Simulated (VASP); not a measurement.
Method: PBE GGA, VASP's PBE PAW potentials (set 64) (plane waves; VASP).

The input files of a VASP run:

**KPOINTS**
```
Automatic mesh
0
Gamma
1 1 1
0 0 0
```

### POSCAR
```
PbO2
9.8970140
  0.5000000000   0.0000000000   0.0000000000
  0.0000000000   0.5000000000   0.0000000000
  0.0000000000   0.0000000000   0.3412439348
Pb O
2 4
Cart
  0.0000000000   0.0000000000   0.0000000000
  0.2500000000   0.2500000000   0.1706219674
  0.1537150000   0.1537150000   0.0000000000
  0.3462850000   0.3462850000   0.0000000000
  0.0962850000   0.4037150000   0.1706219674
  0.4037150000   0.0962850000   0.1706219674
```

**INCAR**
```
SYSTEM = PbO2
PREC = Accurate
ENCUT = 400
EDIFF = 1E-6
NELM = 100
ALGO = Normal
LREAL = .FALSE.
LASPH = .TRUE.
ISMEAR = 0
SIGMA = 0.1
GGA = PE
LMAXMIX = 4
LWAVE = .FALSE.
LCHARG = .FALSE.
ISIF = 2
```

POTCAR, in this order: Pb_d O (PBE.64 set). Program: vasp_std.

The run wrote:

File OSZICAR:
```
       N       E                     dE             d eps       ncg     rms          rms(c)
DAV:   1     0.603711293913E+03    0.60371E+03   -0.22856E+04    62   0.170E+03
DAV:   2     0.397815840851E+02   -0.56393E+03   -0.54940E+03    69   0.476E+02
DAV:   3    -0.293844012256E+02   -0.69166E+02   -0.67120E+02    84   0.205E+02
DAV:   4    -0.311975443845E+02   -0.18131E+01   -0.18110E+01    76   0.369E+01
DAV:   5    -0.312849000213E+02   -0.87356E-01   -0.87354E-01    78   0.740E+00    0.175E+01
DAV:   6    -0.247893935241E+02    0.64955E+01   -0.78872E+01    85   0.636E+01    0.762E+00
DAV:   7    -0.241134431520E+02    0.67595E+00   -0.31568E+00    93   0.196E+01    0.388E+00
DAV:   8    -0.242959638142E+02   -0.18252E+00   -0.32364E+00    84   0.151E+01    0.670E+00
DAV:   9    -0.240646687653E+02    0.23130E+00   -0.15604E-01    86   0.408E+00    0.453E+00
DAV:  10    -0.239998869303E+02    0.64782E-01   -0.13169E-01    77   0.212E+00    0.187E+00
DAV:  11    -0.240249363935E+02   -0.25049E-01   -0.78030E-02    85   0.274E+00    0.790E-01
DAV:  12    -0.240364177672E+02   -0.11481E-01   -0.73902E-03    62   0.732E-01    0.353E-01
DAV:  13    -0.240359594066E+02    0.45836E-03   -0.49765E-04    92   0.185E-01    0.217E-01
DAV:  14    -0.240359367209E+02    0.22686E-04   -0.12325E-04    85   0.126E-01    0.476E-02
DAV:  15    -0.240360738142E+02   -0.13709E-03   -0.38651E-05    86   0.725E-02    0.204E-02
DAV:  16    -0.240360873362E+02   -0.13522E-04   -0.47647E-06    84   0.194E-02    0.221E-03
DAV:  17    -0.240360878809E+02   -0.54475E-06   -0.25228E-07    31   0.676E-03
   1 F= -.24036088E+02 E0= -.23975408E+02  d E =-.121359E+00
```

File OUTCAR:
```
------------------------ aborting loop because EDIFF is reached ----------------------------------------
  FORCE on cell =-STRESS in cart. coord.  units (eV):
  Direction    XX          YY          ZZ          XY          YZ          ZX
  --------------------------------------------------------------------------------------
  Total       19.8750872     19.8750872     22.3486334      0.0000000      0.0000000      0.0000000
  in kB      385.0366966    385.0366966    432.9562867      0.0000000      0.0000000      0.0000000
  external PRESSURE =     401.0098933 kB  Pullay stress =       0.0000000 kB
  volume of cell :       82.70
      direct lattice vectors                 reciprocal lattice vectors
     4.948507000  0.000000000  0.000000000     0.202081153  0.000000000  0.000000000
     0.000000000  4.948507000  0.000000000     0.000000000  0.202081153  0.000000000
     0.000000000  0.000000000  3.377296000     0.000000000  0.000000000  0.296094864
 POSITION                                       TOTAL-FORCE (eV/Angst)
 -----------------------------------------------------------------------------------
      0.00000      0.00000      0.00000         0.000000     -0.000000      0.000000
      2.47425      2.47425      1.68865         0.000000     -0.000000      0.000000
      1.52132      1.52132      0.00000        -1.126549     -1.126549     -0.000000
      3.42719      3.42719      0.00000         1.126549      1.126549      0.000000
      0.95293      3.99557      1.68865         1.126549     -1.126549     -0.000000
      3.99557      0.95293      1.68865        -1.126549      1.126549      0.000000
 -----------------------------------------------------------------------------------
    total drift:                                0.000000      0.000000      0.000000
  FREE ENERGIE OF THE ION-ELECTRON SYSTEM (eV)
  ---------------------------------------------------
  free  energy   TOTEN  =       -24.0360878809 eV

  energy  without entropy=      -23.9147291149  energy(sigma->0) =      -23.97540850
```
(Selected blocks of OUTCAR.)

At this cut-off the stress carries a Pulay error, which pulls relaxed volumes low.

The structure comes from a computed database's PbO2 entry; how it stands against other phases isn't given here. The cell was not relaxed at this level. The k-mesh is coarse (spacing up to 1.86 per Å, 2π included), so the numbers may not be converged in it. The run is one of a series of settings (KPOINTS 1×1×1 Γ-centred mesh against the base run), some of them coarse on purpose.
